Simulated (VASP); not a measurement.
In TiC (rock salt type) the Ti atom of the primitive cell, with all its periodic images, is moved by 0.06 Å along [111].

```xyz
2
Lattice="0.0000 2.1650 2.1650 2.1650 0.0000 2.1650 2.1650 2.1650 0.0000" Properties=species:S:1:pos:R:3 pbc="T T T"
Ti    0.0346    0.0346    0.0346
C     2.1650    2.1650    2.1650
```

Theory: VASP 6.6.1, HSE06, plane waves, standard recommended PAW potentials.

Cutoff 520 eV; orbitals from an earlier step on the same cell; potentials Ti_sv C; PREC = Accurate; HFSCREEN = 0.208; HFRCUT = 0; PRECFOCK = Normal; k-mesh 4×4×4 Γ-centred; Fermi–Dirac smearing of 0.1 eV; no spin polarisation.

(1) What force results?

## Answers

(1) The force on it along the displacement is -0.0764 eV/Å, a force constant of 1.27 eV/Å². The cell stands under a pressure of -4.0 GPa, which shifts the constant from its value at the relaxed volume. On a mesh this coarse the force constant of so soft a mode can lie far from its converged value, in sign too.

```
atom  Fx (eV/Å)  Fy (eV/Å)  Fz (eV/Å)
 Ti1    -0.0441    -0.0441    -0.0441
  C2     0.0441     0.0441     0.0441
```

The k-mesh is coarse, so these values belong to this mesh and can lie far from the converged ones. Potentials made with PBE were used with another functional.
